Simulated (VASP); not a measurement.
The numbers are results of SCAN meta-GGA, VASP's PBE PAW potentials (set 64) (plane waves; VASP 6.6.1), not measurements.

VASP input:

File POSCAR:
```
SrO
1
    0.0000000000     2.5800000000     2.5800000000
    2.5800000000     0.0000000000     2.5800000000
    2.5800000000     2.5800000000     0.0000000000
Sr O
1 1
Direct
  0.0000000000   0.0000000000   0.0000000000
  0.5000000000   0.5000000000   0.5000000000
```

**INCAR**
```
# general
SYSTEM =SrO
PREC   =Accurate
ENCUT  =520   # plane-wave cut-off (eV)
LREAL  =.FALSE.
LASPH  =.TRUE.

# electronic loop
EDIFF  =1E-7   # SCF stop (eV)
NELM   =100   # most electronic steps
ALGO   =Normal
LMAXMIX=4
LMIXTAU=.TRUE.

# smearing
ISMEAR =-5   # tetrahedra, Bloechl

# functional
METAGGA=SCAN

# ions
ISIF   =2   # forces and stress, cell fixed

# output
LWAVE  =.FALSE.
LCHARG =.FALSE.
LORBIT =11   # lm-projected
NEDOS  =601   # DOS grid
```

KPOINTS_OPT:
```
k-points along high-symmetry lines
10
Line-mode
Reciprocal
  0.000000   0.000000   0.000000 ! GAMMA
  0.500000   0.000000   0.500000 ! X

  0.500000   0.000000   0.500000 ! X
  0.625000   0.250000   0.625000 ! U

  0.375000   0.375000   0.750000 ! K
  0.000000   0.000000   0.000000 ! GAMMA

  0.000000   0.000000   0.000000 ! GAMMA
  0.500000   0.500000   0.500000 ! L

  0.500000   0.500000   0.500000 ! L
  0.500000   0.250000   0.750000 ! W

  0.500000   0.250000   0.750000 ! W
  0.500000   0.000000   0.500000 ! X
```

### KPOINTS
```
Regular mesh
0
Gamma
 10 10 10
```

POTCAR, in this order: Sr_sv O (PBE.64 set). Program: vasp_std.

Output of the run:

### OSZICAR
```
       N       E                     dE             d eps       ncg     rms          rms(c)
DAV:   1     0.491201495774E+02    0.49120E+02   -0.88246E+03  1128   0.133E+03
DAV:   2    -0.388115124965E+02   -0.87932E+02   -0.81202E+02  1544   0.255E+02
DAV:   3    -0.422565696179E+02   -0.34451E+01   -0.34179E+01  1520   0.500E+01
DAV:   4    -0.423712089901E+02   -0.11464E+00   -0.11458E+00  1592   0.757E+00
DAV:   5    -0.423721519969E+02   -0.94301E-03   -0.94296E-03  1480   0.676E-01    0.162E+01
DAV:   6    -0.342057272416E+02    0.81664E+01   -0.69449E+00  1324   0.222E+01    0.156E+01
DAV:   7    -0.344926751750E+02   -0.28695E+00   -0.79375E-01  1228   0.117E+01    0.947E+00
DAV:   8    -0.338925530509E+02    0.60012E+00   -0.19604E+00  1700   0.142E+01    0.280E+00
DAV:   9    -0.344990053728E+02   -0.60645E+00   -0.11756E+00  2044   0.117E+01    0.101E+00
DAV:  10    -0.345201350817E+02   -0.21130E-01   -0.95753E-02  1304   0.374E+00    0.414E-01
DAV:  11    -0.344638843867E+02    0.56251E-01   -0.51603E-02  1140   0.318E+00    0.633E-01
DAV:  12    -0.345235346961E+02   -0.59650E-01   -0.33086E-02  1140   0.258E+00    0.168E-01
DAV:  13    -0.345215363386E+02    0.19984E-02   -0.39320E-03  1440   0.764E-01    0.806E-02
DAV:  14    -0.345230827510E+02   -0.15464E-02   -0.12188E-03  1140   0.495E-01    0.897E-02
DAV:  15    -0.345227765423E+02    0.30621E-03   -0.38120E-04  1232   0.233E-01    0.403E-02
DAV:  16    -0.345228401433E+02   -0.63601E-04   -0.96550E-05  1588   0.107E-01    0.178E-02
DAV:  17    -0.345228647400E+02   -0.24597E-04   -0.23478E-05  1184   0.609E-02    0.132E-02
DAV:  18    -0.345228597437E+02    0.49963E-05   -0.23834E-06  1380   0.194E-02    0.604E-03
DAV:  19    -0.345228608039E+02   -0.10603E-05   -0.82107E-07  1468   0.104E-02    0.295E-03
DAV:  20    -0.345228616329E+02   -0.82892E-06   -0.14083E-06  1144   0.182E-02    0.624E-04
DAV:  21    -0.345228628053E+02   -0.11724E-05   -0.72275E-08   868   0.400E-03    0.482E-04
DAV:  22    -0.345228625948E+02    0.21049E-06   -0.15829E-08   620   0.162E-03    0.710E-04
DAV:  23    -0.345228626688E+02   -0.74020E-07   -0.48862E-09   604   0.869E-04
   1 F= -.34522863E+02 E0= -.34522863E+02  d E =0.000000E+00
       N       E                     dE             ncg
       N       E                     dE             ncg
```

**OUTCAR**
```
------------------------ aborting loop because EDIFF is reached ----------------------------------------
  FORCE on cell =-STRESS in cart. coord.  units (eV):
  Direction    XX          YY          ZZ          XY          YZ          ZX
  --------------------------------------------------------------------------------------
  Total       -0.0090586     -0.0090586     -0.0090586      0.0000000      0.0000000      0.0000000
  in kB       -0.4225525     -0.4225525     -0.4225525      0.0000000      0.0000000      0.0000000
  external PRESSURE =      -0.4225525 kB  Pullay stress =       0.0000000 kB
  volume of cell :       34.35
      direct lattice vectors                 reciprocal lattice vectors
     0.000000000  2.580000000  2.580000000    -0.193798450  0.193798450  0.193798450
     2.580000000  0.000000000  2.580000000     0.193798450 -0.193798450  0.193798450
     2.580000000  2.580000000  0.000000000     0.193798450  0.193798450 -0.193798450
  FREE ENERGIE OF THE ION-ELECTRON SYSTEM (eV)
  ---------------------------------------------------
  free  energy   TOTEN  =       -34.5228626688 eV

  energy  without entropy=      -34.5228626688  energy(sigma->0) =      -34.52286267

 total charge

# of ion       s       p       d       tot
------------------------------------------
    1        2.013   5.852   0.234   8.100
    2        1.559   3.449   0.000   5.008
--------------------------------------------------
tot          3.572   9.301   0.234  13.107
```
(Selected blocks of OUTCAR.)

The compound is SrO in the rock salt structure. The cell was not relaxed at this level.
